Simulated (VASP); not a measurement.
These are PBE GGA with spin-orbit coupling, VASP's PBE PAW potentials (set 64) (plane waves; VASP) values and carry that method's errors.

The input files of a VASP run:

**POSCAR**
```
Pb
1
    0.0000000000     2.5245000000     2.5245000000
    2.5245000000     0.0000000000     2.5245000000
    2.5245000000     2.5245000000     0.0000000000
Pb
1
Direct
  0.0000000000   0.0000000000   0.0000000000
```

File KPOINTS:
```
Automatic mesh
0
Gamma
11 11 11
0 0 0
```

**INCAR**
```
SYSTEM = Pb
PREC = Accurate
ENCUT = 400
EDIFF = 1E-6
NELM = 100
ALGO = Normal
LREAL = .FALSE.
LASPH = .TRUE.
ISMEAR = 1
SIGMA = 0.1
GGA = PE
LMAXMIX = 4
LWAVE = .FALSE.
LCHARG = .FALSE.
ISIF = 2
LSORBIT = .TRUE.
MAGMOM = 0 0 0
GGA_COMPAT = .FALSE.
```

POTCAR, in this order: Pb_d (PBE.64 set). Program: vasp_ncl.

What VASP printed:

OSZICAR:
```
       N       E                     dE             d eps       ncg     rms          rms(c)
DAV:   1     0.136844266155E+03    0.13684E+03   -0.59720E+03  2470   0.126E+03
DAV:   2     0.561234257442E+01   -0.13123E+03   -0.12764E+03  2608   0.362E+02
DAV:   3    -0.379251722462E+01   -0.94049E+01   -0.93516E+01  3036   0.124E+02
DAV:   4    -0.409466315055E+01   -0.30215E+00   -0.30206E+00  2988   0.251E+01
DAV:   5    -0.411034995700E+01   -0.15687E-01   -0.15686E-01  3624   0.485E+00    0.475E-01
DAV:   6    -0.410505587184E+01    0.52941E-02   -0.96748E-03  3196   0.181E+00    0.234E-01
DAV:   7    -0.410356645127E+01    0.14894E-02   -0.29652E-03  3352   0.935E-01    0.216E-01
DAV:   8    -0.410348228337E+01    0.84168E-04   -0.10411E-04  3498   0.125E-01    0.375E-02
DAV:   9    -0.410346497994E+01    0.17303E-04   -0.82008E-05  2844   0.181E-01    0.437E-03
DAV:  10    -0.410346112320E+01    0.38567E-05   -0.11123E-06  2362   0.219E-02    0.197E-03
DAV:  11    -0.410345973384E+01    0.13894E-05   -0.24311E-07  1654   0.770E-03    0.209E-04
DAV:  12    -0.410345970435E+01    0.29482E-07   -0.49963E-08  1508   0.445E-03
   1 F= -.41034597E+01 E0= -.41034262E+01  d E =-.100552E-03  mag=     0.0000    -0.0000     0.0000
```

**OUTCAR**
```
------------------------ aborting loop because EDIFF is reached ----------------------------------------
  FORCE on cell =-STRESS in cart. coord.  units (eV):
  Direction    XX          YY          ZZ          XY          YZ          ZX
  --------------------------------------------------------------------------------------
  Total       -0.0777748     -0.0777748     -0.0777748     -0.0000000     -0.0000000      0.0000000
  in kB       -3.8725161     -3.8725161     -3.8725161     -0.0000000     -0.0000000      0.0000000
  external PRESSURE =      -3.8725161 kB  Pullay stress =       0.0000000 kB
  volume of cell :       32.18
      direct lattice vectors                 reciprocal lattice vectors
     0.000000000  2.524500000  2.524500000    -0.198059022  0.198059022  0.198059022
     2.524500000  0.000000000  2.524500000     0.198059022 -0.198059022  0.198059022
     2.524500000  2.524500000  0.000000000     0.198059022  0.198059022 -0.198059022
 POSITION                                       TOTAL-FORCE (eV/Angst)
 -----------------------------------------------------------------------------------
      0.00000      0.00000      0.00000         0.000000      0.000000      0.000000
 -----------------------------------------------------------------------------------
    total drift:                                0.000000      0.000000     -0.000000
  FREE ENERGIE OF THE ION-ELECTRON SYSTEM (eV)
  ---------------------------------------------------
  free  energy   TOTEN  =        -4.1034597044 eV

  energy  without entropy=       -4.1033591524  energy(sigma->0) =       -4.10342619

 Ion:    1  E_soc:     -1.1302230
```
(Selected blocks of OUTCAR.)

OUTCAR:
```
 val. band max:        6.5187951782   @ k =  -0.4545   0.3636   0.0000

 cond. band min:       6.5541598382   @ k =  -0.2727   0.2727   0.0000


 Fermi energy:         6.5487957588

 k-point     1 :       0.0000    0.0000    0.0000
  band No.  band energies     occupation
      1     -11.8134      1.00000
      2     -11.8134      1.00000
      3     -11.8134      1.00000
      4     -11.8134      1.00000
      5      -9.3198      1.00000
      6      -9.3198      1.00000
      7      -9.2387      1.00000
      8      -9.2387      1.00000
      9      -9.2387      1.00000
     10      -9.2387      1.00000
     11      -4.6998      1.00000
     12      -4.6998      1.00000
     13      11.5129      0.00000
     14      11.5129      0.00000
     15      14.4940      0.00000
     16      14.4940      0.00000
     17      14.4940      0.00000
     18      14.4940      0.00000
     19      16.3782      0.00000
     20      16.3782      0.00000
     21      17.2618      0.00000
     22      17.2618      0.00000

 k-point     2 :       0.0909    0.0000    0.0000
  band No.  band energies     occupation
      1     -11.8123      1.00000
      2     -11.8123      1.00000
      3     -11.8078      1.00000
      4     -11.8078      1.00000
      5      -9.3122      1.00000
      6      -9.3122      1.00000
      7      -9.2436      1.00000
      8      -9.2436      1.00000
      9      -9.2295      1.00000
     10      -9.2295      1.00000
     11      -4.5509      1.00000
     12      -4.5509      1.00000
     13      10.8875      0.00000
     14      10.8875      0.00000
     15      13.2637      0.00000
     16      13.2637      0.00000
     17      14.2779      0.00000
     18      14.2779      0.00000
     19      15.9933      0.00000
     20      15.9933      0.00000
     21      18.1074      0.00000
     22      18.1074      0.00000

 k-point     3 :       0.1818    0.0000    0.0000
  band No.  band energies     occupation
      1     -11.8094      1.00000
...
```

The compound is Pb in the fcc structure. The cell was not relaxed at this level. The run is one of a series of settings (GGA_COMPAT = .FALSE., LSORBIT = .TRUE., MAGMOM = 0 0 0, program vasp_ncl against the base run), some of them coarse on purpose.
